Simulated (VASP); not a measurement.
Crystal: Ga3BSb2.

```xyz
6
Lattice="3.9218 0.0000 0.0000 -1.9609 3.3963 0.0000 0.0000 0.0000 9.7920" Properties=species:S:1:pos:R:3 pbc="T T T"
Ga    0.0000    0.0000    6.5510
Ga    1.9609    1.1321    8.0620
Ga    0.0000    0.0000    3.2500
B     0.0000    0.0000    1.1270
Sb    0.0000    2.2642    0.3770
Sb    0.0000    2.2642    4.8190
```

The cell was built by a generator and needn't be a form met in nature.

* Program: VASP 6.6.1
* Task: relaxation of cell and atoms
* Functional: PBE
* Potentials or basis: VASP PAW PBE potentials, release 64 (Ga_d, B, Sb)
* Cutoff: 520 eV
* k mesh: 10 × 10 × 4
* Occupations: gaussian, width 0.1 eV
* Spin: no spin polarisation

At the start: pressure 0.6 GPa; volume 21.74 Å³/atom.

**Question.** Where does the relaxation end?

**Answer.** Over 53 steps the energy falls by 14.9 meV/atom and the volume is 21.92 Å³/atom (+0.9 %); space group P3m1 (No. 156, to 0.05 Å).

Step by step:
```csv
step,energy change (eV),largest force (eV/Å),pressure (GPa),volume (Å³)
1,0.0000,0.2372,0.55,130.43
3,-0.0286,0.2093,-0.64,132.97
5,-0.0426,0.1538,0.45,130.54
7,-0.0527,0.0797,-0.07,131.99
9,-0.0538,0.1110,-0.21,132.65
11,-0.0559,0.0733,0.12,132.12
13,-0.0566,0.0337,-0.06,132.51
15,-0.0568,0.0273,0.02,132.33
17,-0.0568,0.0269,0.03,132.32
19,-0.0584,0.0417,0.01,132.31
21,-0.0763,0.1479,-0.10,132.19
23,-0.0772,0.2134,-0.07,132.11
25,-0.0783,0.1917,-0.09,132.14
27,-0.0784,0.1995,-0.08,132.13
29,-0.0785,0.1953,-0.12,132.13
31,-0.0792,0.1907,-0.08,132.10
33,-0.0818,0.1708,-0.05,131.98
35,-0.0874,0.1312,0.01,131.51
37,-0.0885,0.0839,-0.03,131.47
39,-0.0889,0.0559,-0.05,131.55
41,-0.0891,0.0312,0.06,131.44
43,-0.0892,0.0137,-0.03,131.44
45,-0.0892,0.0153,0.02,131.47
47,-0.0892,0.0178,0.06,131.49
49,-0.0892,0.0121,0.04,131.50
51,-0.0892,0.0110,-0.01,131.52
53,-0.0892,0.0075,-0.02,131.53
```

Final structure:
```
Ga B Sb
1.0
     3.75530    0.00000    0.00000
    -1.87765    3.25219    0.00000
     0.00000    0.00000   10.77012
Ga B Sb
3 1 2
Direct
  0.00000 0.00000 0.66375
  0.66667 0.33333 0.83312
  0.00000 0.00000 0.31784
  0.00000 0.00000 0.12386
  0.33333 0.66667 0.05078
  0.33333 0.66667 0.48063
```
